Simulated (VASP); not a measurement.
Runs of VASP 6.6.1 on ZnC2. Symmetry: I4/mmm, No. 139, tetragonal system. Conventional cell: a = 4.228 Å, b = 4.228 Å, c = 5.037 Å, α = 90.00°, β = 90.00°, γ = 90.00°. Zn (site symmetry 4/mmm) is surrounded by 2 C at 1.90 Å. C (site symmetry 4mm) is surrounded by 1 C at 1.24 Å. The cell comes from a database or a generator and needn't be the stable form of this composition.

```tsv
task	cell	cutoff (eV)	smearing	gap on the mesh (eV)	pressure (GPa)	relaxed volume (Å³/atom)	largest force (eV/Å)
single point	I4/mmm, 15.01 Å³/atom	520	gaussian 0.1 eV	(c)	0.6	-	0.01
single point	I4/mmm, 10.46 Å³/atom	520	gaussian 0.1 eV	0.82	45.9	-	23.31
relaxation of cell and atoms	relaxed	600	gaussian 0.02 eV	3.71	0.0	(b)	-
single point	I4/mmm, 15.47 Å³/atom	520	gaussian 0.02 eV	(a)	0.3	-	0.05
relaxation of cell and atoms	relaxed	600	gaussian 0.1 eV	3.68	0.0	14.62	0.02
```

Alike in all rows: level PBE; potentials or basis VASP PAW PBE potentials, release 64 (Zn, C); no spin polarisation; k mesh 8 × 8 × 8.

Task: Fill in the values left out.

Result: (a) 3.72; (b) 15.28; (c) 3.70.

Caveats: the standard files for N, O and F lose accuracy on very short bonds; a pressure of tens of GPa on the cell as given is suspect, and the run, the potentials or the cell itself is likely at fault (some runs); forces of over 1 eV/Å show positions far from the minimum, so gaps and moduli don't describe the material at rest (some runs); the volume moved by over 15 % at a fixed basis, so the end points are rough (some runs); the relaxation stopped at a loose force limit of 0.05 eV/Å, so its end isn't a converged minimum (some runs).

A k mesh can miss the band edges.
